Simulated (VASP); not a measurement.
Level of theory: PBE GGA, VASP's PBE PAW potentials (set 64) (plane waves; VASP).

VASP ran on this input.

File POSCAR:
```
Pt
3.920
  0.0000000000   0.5000000000   0.5000000000
  0.5000000000   0.0000000000   0.5000000000
  0.5000000000   0.5000000000   0.0000000000
Pt
1
Cartesian
  0.0000000000   0.0000000000   0.0000000000
```

### INCAR
```
! general
SYSTEM =Pt
PREC   =Accurate
ENCUT  =400
LREAL  =F   ! projection in real space or not
LASPH  =T   ! aspherical one-centre terms

! electronic loop
EDIFF  =1E-6   ! SCF stop (eV)
NELM   =100   ! most electronic steps
ALGO   =Normal   ! blocked Davidson
LMAXMIX=6   ! l cut-off of mixed one-centre charges

! smearing
ISMEAR =1   ! Methfessel-Paxton
SIGMA  =0.1   ! width (eV)

! functional
GGA    =PE   ! PBE

! ions
ISIF   =2   ! forces and stress, cell fixed

! output
LWAVE  =F
LCHARG =F
```

File KPOINTS:
```
Automatic mesh
0
Gamma
8 8 8
0 0 0
```

POTCAR, in this order: Pt (PBE.64 set). Program: vasp_std.

The resulting files:

File OSZICAR:
```
       N       E                     dE             d eps       ncg     rms          rms(c)
DAV:   1     0.242144352636E+02    0.24214E+02   -0.45616E+03   602   0.807E+02
DAV:   2    -0.615958219543E+01   -0.30374E+02   -0.29012E+02   560   0.155E+02
DAV:   3    -0.646291261823E+01   -0.30333E+00   -0.29953E+00   588   0.146E+01
DAV:   4    -0.646393688178E+01   -0.10243E-02   -0.10243E-02   580   0.917E-01
DAV:   5    -0.646394487929E+01   -0.79975E-05   -0.79973E-05   622   0.749E-02    0.129E+01
DAV:   6    -0.611605481754E+01    0.34789E+00   -0.85050E-01   528   0.858E+00    0.679E+00
DAV:   7    -0.607056759278E+01    0.45487E-01   -0.18388E-01   552   0.389E+00    0.245E+00
DAV:   8    -0.606696027568E+01    0.36073E-02   -0.73539E-03   546   0.829E-01    0.607E-01
DAV:   9    -0.606671736913E+01    0.24291E-03   -0.19109E-04   548   0.141E-01    0.150E-02
DAV:  10    -0.606672302387E+01   -0.56547E-05   -0.30117E-06   621   0.140E-02    0.198E-03
DAV:  11    -0.606672324518E+01   -0.22132E-06   -0.35328E-08   270   0.200E-03
   1 F= -.60667232E+01 E0= -.60664706E+01  d E =-.758033E-03
```

File OUTCAR:
```
------------------------ aborting loop because EDIFF is reached ----------------------------------------
  FORCE on cell =-STRESS in cart. coord.  units (eV):
  Direction    XX          YY          ZZ          XY          YZ          ZX
  --------------------------------------------------------------------------------------
  Total        0.8634309      0.8634309      0.8634309      0.0000000      0.0000000      0.0000000
  in kB       91.8628543     91.8628543     91.8628543      0.0000000      0.0000000      0.0000000
  external PRESSURE =      91.8628543 kB  Pullay stress =       0.0000000 kB
  volume of cell :       15.06
      direct lattice vectors                 reciprocal lattice vectors
     0.000000000  1.960000000  1.960000000    -0.255102041  0.255102041  0.255102041
     1.960000000  0.000000000  1.960000000     0.255102041 -0.255102041  0.255102041
     1.960000000  1.960000000  0.000000000     0.255102041  0.255102041 -0.255102041
 POSITION                                       TOTAL-FORCE (eV/Angst)
 -----------------------------------------------------------------------------------
      0.00000      0.00000      0.00000         0.000000      0.000000     -0.000000
 -----------------------------------------------------------------------------------
    total drift:                                0.000000     -0.000000     -0.000000
  FREE ENERGIE OF THE ION-ELECTRON SYSTEM (eV)
  ---------------------------------------------------
  free  energy   TOTEN  =        -6.0667232452 eV

  energy  without entropy=       -6.0659652126  energy(sigma->0) =       -6.06647057
```
(Selected blocks of OUTCAR.)

The compound is Pt in the fcc structure. The cell was not relaxed at this level. The k-mesh is coarse (spacing up to 0.35 per Å, 2π included), so the numbers may not be converged in it. The run is one of a series of settings (KPOINTS 8×8×8 Γ-centred mesh against the base run), some of them coarse on purpose.
